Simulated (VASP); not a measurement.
Data:

```yaml
crystal:
  lattice:
    - [4.04418, 0.00000, 0.00000]
    - [0.00000, 4.04418, 0.00000]
    - [0.00000, 0.00000, 8.78327]
  atoms:
    - { symbol: O, position: [0.54914, 0.35495, 0.53088] }
    - { symbol: O, position: [0.13734, 0.05540, 0.78068] }
    - { symbol: O, position: [0.44351, 0.63546, 0.03076] }
    - { symbol: O, position: [0.86014, 0.95320, 0.27869] }
    - { symbol: O, position: [0.05777, 0.13376, 0.21756] }
    - { symbol: O, position: [0.63192, 0.44005, 0.97112] }
    - { symbol: O, position: [0.94963, 0.86475, 0.72296] }
    - { symbol: O, position: [0.37055, 0.56243, 0.46735] }
```

All values below come from PBEsol GGA, VASP's PBE PAW potentials (set 64) (plane waves; VASP). Run with 400 eV cut-off, 4×4×2 Γ-centred mesh, Fermi-Dirac smearing of 0.020 eV, potentials O.

At this cut-off the stress carries a Pulay error, which pulls relaxed volumes low.

Question: Which forces act on the atoms, in eV/Å?

Answer: 
```csv
atom,Fx,Fy,Fz
O1,-0.349,0.257,-0.312
O2,1.692,1.636,1.001
O3,-0.612,0.733,0.387
O4,-1.031,-0.854,0.611
O5,0.941,0.956,-0.608
O6,0.715,-0.647,-0.375
O7,-1.594,-1.713,-1.013
O8,0.238,-0.369,0.309
```

Question: Give the stress tensor in GPa (positive for a compressed cell).

Answer: 
```
-5.86   1.88  -0.21
 1.88  -6.06   0.99
-0.21   0.99  -8.55
```
The pressure is its mean diagonal, -6.82 GPa.

The structure comes from a computed database's O2 entry; how it stands against other phases isn't given here. The cell was not relaxed at this level, atoms are displaced from their ideal sites. The k-mesh is coarse (spacing up to 0.39 per Å, 2π included), so the numbers may not be converged in it.
